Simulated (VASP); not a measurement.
Input:

```
KF
1.0
    0.00000     2.64798     2.64798
    2.64798     0.00000     2.64798
    2.64798     2.64798     0.00000
K F
1 1
Cartesian
  0.00000   0.00000   0.00000
  2.64798   2.64798   2.64798
```

Computed with vdW-DF-cx, VASP's PBE PAW potentials (set 64) (plane waves; VASP). Settings: 520 eV cut-off, 9×9×9 Γ-centred mesh, Gaussian smearing of 0.050 eV, potentials K_sv F.

Task: Predict the energy per atom (σ→0), pressure, band gap (on the k-mesh) with the smallest direct gap where there is one.

Result: 
```json
{
  "band gap (on the k-mesh)": "6.52 eV",
  "smallest direct gap (on the k-mesh)": "6.52 eV",
  "energy per atom (σ→0)": "-2.100 eV/atom",
  "pressure": "1.11 GPa"
}
```

The compound is KF in the rock salt structure. This cell is one point of a volume scan, at 0.97 of the reference volume.
